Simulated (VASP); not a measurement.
Crystal: CdS (Hawleyite).

```
Cd S
1.0
     0.00000    2.93921    2.93921
     2.93921    0.00000    2.93921
     2.93921    2.93921    0.00000
Cd S
1 1
Direct
  0.00000 0.00000 0.00000
  0.25000 0.25000 0.25000
```

Base run:

| Property | Result |
| --- | --- |
| Program | VASP 6.6.1 |
| Functional | r2SCAN |
| Potentials or basis | VASP PAW PBE potentials, release 64 (Cd, S) |
| Cutoff | 520 eV |
| k mesh | 6 × 6 × 6 |
| Occupations | gaussian, width 0.01 eV |
| Spin | no spin polarisation |

Its results: band gap on the k mesh 1.54 eV, direct; pressure 0.3 GPa.

Question: The run is repeated on the same cell with these changes: functional from r2SCAN to PBE; further incar settings from ALGO = Normal; EDIFF = 1e-07; NBANDS = 16 to ALGO = Normal; EDIFF = 1e-06; NBANDS = 16. What comes out?

Answer: Band gap on the k mesh 1.10 eV, direct; pressure 1.7 GPa.

Caveats: the PAW data sets were made with another functional, which shifts forces and pressure a little (some runs).

A k mesh can miss the band edges.

Not every run made on this cell is shown here.
